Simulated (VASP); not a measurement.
Given:

```xyz
5
Lattice="4.1429 0.0000 0.0000 0.0000 4.1429 0.0000 0.0000 0.0000 4.1429" Properties=species:S:1:pos:R:3 pbc="T T T"
Ba     0.0000     0.0000     0.0000
Hf     2.0715     2.0715     2.0715
O      2.0715     0.0000     2.0715
O      0.0000     2.0715     2.0715
O      2.0715     2.0715     0.0000
```

These are TPSS meta-GGA, VASP's PBE PAW potentials (set 64) (plane waves; VASP) values and carry that method's errors. Run with 520 eV cut-off, 5×5×5 Γ-centred mesh, Gaussian smearing of 0.050 eV, potentials Ba_sv Hf_pv O.

Give the stress tensor in GPa (positive for a compressed cell).

```
5.41  0.00  0.00
0.00  5.41  0.00
0.00  0.00  5.41
```
The pressure is its mean diagonal, 5.41 GPa.

The compound is BaHfO3 in the cubic perovskite structure. This cell is one point of a volume scan, at 0.97 of the reference volume.
